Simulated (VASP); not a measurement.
Computed with LDA (Ceperley-Alder, Perdew-Zunger), VASP's LDA PAW potentials (set 64) (plane waves; VASP 6.6.1).

VASP ran on this input.

**INCAR**
```
ALGO = Normal
EDIFF = 1E-8
EDIFFG = -0.001
ENCUT = 400
IBRION = 1
ISIF = 2
ISMEAR = 1
LASPH = .True.
LCHARG = .False.
LMAXMIX = 6
LREAL = .False.
LWAVE = .False.
NELM = 100
NSW = 30
PREC = Accurate
SIGMA = 0.1
SYSTEM = W
```

File POSCAR:
```
W
1
   -1.5711510958     1.5711510958     1.5711510958
    1.5711510958    -1.5711510958     1.5711510958
    1.5711510958     1.5711510958    -1.5711510958
W
1
Direct
  0.0000000000   0.0000000000   0.0000000000
```

### KPOINTS
```
Automatic mesh
0
Gamma
15 15 15
0 0 0
```

POTCAR, in this order: W_sv (LDA.64 set). Program: vasp_std.

Unless said otherwise, spin-orbit coupling is left out, though it shifts the bands of the heavy elements here.

Problem. What does the run give for the energy per atom (σ→0), band gap (on the k-mesh)?

Solution. 
The energy per atom (σ→0) comes out as -14.102 eV/atom and the band gap (on the k-mesh) is none (metal, semimetal or under 0.01 eV).

**OSZICAR**
```
...
DAV:   6    -0.142488113168E+02    0.52224E+00   -0.57705E-01  2814   0.980E+00    0.879E+00
DAV:   7    -0.141075520751E+02    0.14126E+00   -0.29154E-01  2906   0.646E+00    0.529E-01
DAV:   8    -0.141015950394E+02    0.59570E-02   -0.40408E-03  2730   0.977E-01    0.873E-02
DAV:   9    -0.141015717899E+02    0.23249E-04   -0.63402E-05  3016   0.996E-02    0.534E-02
DAV:  10    -0.141015759030E+02   -0.41130E-05   -0.71635E-06  2860   0.372E-02    0.124E-02
DAV:  11    -0.141015758845E+02    0.18488E-07   -0.16139E-07  2865   0.431E-03    0.472E-04
DAV:  12    -0.141015758849E+02   -0.45816E-09   -0.16546E-09  1715   0.461E-04
   1 F= -.14101576E+02 E0= -.14101709E+02  d E =-.141016E+02
```

The structure comes from a computed database's W entry (Im-3m); how it stands against other phases isn't given here. It was relaxed first. The start is the result of an earlier pass.
